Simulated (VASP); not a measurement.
OSZICAR of a VASP run on Sb (space group P6_3/mmc):

OSZICAR:
```
       N       E                     dE             d eps       ncg     rms          rms(c)
DAV:   1     0.302373346369E+02    0.30237E+02   -0.31810E+03  2160   0.711E+02
DAV:   2    -0.735826741780E+01   -0.37596E+02   -0.36915E+02  3083   0.114E+02
DAV:   3    -0.867403981317E+01   -0.13158E+01   -0.12929E+01  2587   0.260E+01
DAV:   4    -0.868491340856E+01   -0.10874E-01   -0.10948E-01  2501   0.267E+00
DAV:   5    -0.868499662670E+01   -0.83218E-04   -0.83282E-04  2450   0.250E-01    0.249E+00
DAV:   6    -0.867652271541E+01    0.84739E-02   -0.37535E-03  2335   0.368E-01    0.142E+00
DAV:   7    -0.867176556797E+01    0.47571E-02   -0.72729E-03  2254   0.509E-01    0.372E-02
DAV:   8    -0.867174936053E+01    0.16207E-04   -0.72794E-05  2334   0.797E-02    0.119E-02
DAV:   9    -0.867174751990E+01    0.18406E-05   -0.16536E-06  2415   0.123E-02    0.255E-03
DAV:  10    -0.867174691524E+01    0.60466E-06   -0.18027E-07  2078   0.295E-03    0.187E-03
DAV:  11    -0.867174660372E+01    0.31152E-06   -0.98658E-09  1161   0.828E-04    0.123E-04
DAV:  12    -0.867174658704E+01    0.16679E-07   -0.12198E-09  1127   0.331E-04
   1 F= -.86717466E+01 E0= -.86717466E+01  d E =0.000000E+00
```

Which electronic solver shows in the log?

It is blocked Davidson (ALGO = Normal, or the opening steps of other solvers). The INCAR had ALGO = Normal.

Can the final energy be trusted as converged?

Self-consistency was reached. It stopped with EDIFF = 1E-7, NELM = 100 (PBEsol GGA, plane waves, VASP's PBE PAW potentials (set 64)).

The structure comes from a measured Sb entry (P6_3/mmc) of the Crystallography Open Database, whose conditions weren't checked. It was relaxed first.
